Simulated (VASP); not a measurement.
Output of a VASP run:

File OSZICAR:
```
       N       E                     dE             d eps       ncg     rms          rms(c)
DAV:   1     0.888812125650E+02    0.88881E+02   -0.82911E+03  1877   0.129E+03
DAV:   2    -0.375183150412E+01   -0.92633E+02   -0.91131E+02  2435   0.551E+02
DAV:   3    -0.876132533519E+01   -0.50095E+01   -0.47398E+01  2711   0.946E+01
DAV:   4    -0.899661478453E+01   -0.23529E+00   -0.22970E+00  2895   0.136E+01
DAV:   5    -0.900218853458E+01   -0.55738E-02   -0.55668E-02  2755   0.223E+00    0.249E+01
DAV:   6    -0.900718728275E+01   -0.49987E-02   -0.24928E-02  2795   0.210E+00    0.149E+01
DAV:   7    -0.901758435595E+01   -0.10397E-01   -0.43906E-02  2673   0.294E+00    0.321E-01
DAV:   8    -0.901732282260E+01    0.26153E-03   -0.26577E-03  2455   0.583E-01    0.653E-02
DAV:   9    -0.901733898283E+01   -0.16160E-04   -0.20005E-04  2793   0.175E-01    0.320E-02
DAV:  10    -0.901733311654E+01    0.58663E-05   -0.24014E-05  2803   0.518E-02    0.405E-02
DAV:  11    -0.901733373412E+01   -0.61758E-06   -0.15207E-06  1686   0.142E-02
   1 F= -.96490236E+01 E0= -.96505860E+01  d E =-.964902E+01
```

**OUTCAR**
```
------------------------ aborting loop because EDIFF is reached ----------------------------------------
 Edisp (eV)   -0.63169
  FORCE on cell =-STRESS in cart. coord.  units (eV):
  Direction    XX          YY          ZZ          XY          YZ          ZX
  --------------------------------------------------------------------------------------
  Total      -0.01626    -0.01626     0.01852     0.00000    -0.00000    -0.00000
  in kB      -0.43439    -0.43439     0.49499     0.00000    -0.00000    -0.00000
  external pressure =       -0.12 kB  Pullay stress =        0.00 kB
  volume of cell :       59.96
      direct lattice vectors                 reciprocal lattice vectors
     1.780916068 -3.084637168  0.000000000     0.280754388 -0.162093618  0.000000000
     1.780916068  3.084637168  0.000000000     0.280754388  0.162093618  0.000000000
     0.000000000  0.000000000  5.457363081     0.000000000  0.000000000  0.183238679
 POSITION                                       TOTAL-FORCE (eV/Angst)
 -----------------------------------------------------------------------------------
      1.78092      1.02821      1.36434         0.000000      0.000000      0.000000
      1.78092     -1.02821      4.09302        -0.000000     -0.000000      0.000000
 -----------------------------------------------------------------------------------
    total drift:                                0.000000      0.000088     -0.000011
  FREE ENERGIE OF THE ION-ELECTRON SYSTEM (eV)
  ---------------------------------------------------
  free  energy   TOTEN  =        -9.6490236192 eV

  energy  without entropy=       -9.6537107585  energy(sigma->0) =       -9.65058600

 reached required accuracy - stopping structural energy minimisation
```
(Selected blocks of OUTCAR.)

File POSCAR:
```
Ho
1
    1.7809160683    -3.0846371678     0.0000000000
    1.7809160683     3.0846371678     0.0000000000
    0.0000000000    -0.0000000000     5.4573630813
Ho
2
Direct
  0.3333330000   0.6666670000   0.2500000000
  0.6666670000   0.3333330000   0.7500000000
```

Reconstruct the remaining input files.

One answer among several that fit: the input of the run itself, PBE GGA with D3 dispersion (zero damping), plane waves, VASP's PBE PAW potentials (set 64).

KPOINTS:
```
Regular mesh
0
Gamma
 11 11 6
0 0 0
```

**INCAR**
```
! general
SYSTEM =Ho
PREC   =Accurate
ENCUT  =520   ! plane-wave cut-off (eV)
LREAL  =F
LASPH  =T   ! aspherical one-centre terms

! electronic loop
EDIFF  =1E-6   ! SCF stop (eV)
NELM   =100
ALGO   =Normal   ! blocked Davidson
LMAXMIX=6

! smearing
ISMEAR =1   ! Methfessel-Paxton
SIGMA  =0.1   ! width (eV)

! functional
GGA    =PE
IVDW   =11   ! D3, zero damping

! ions
IBRION =2
NSW    =60
ISIF   =3   ! ions, shape and volume
EDIFFG =-0.01   ! ionic stop

! output
LWAVE  =F
LCHARG =F
```

POTCAR, in this order: Ho_3 (PBE.64 set). Program: vasp_std.

The 4f electrons are frozen in the core of the lanthanide potential, so 4f levels, which can set the real gap, and their magnetism are missing.

The compound is Ho in the hcp structure. It was relaxed first. The start is the result of an earlier pass.
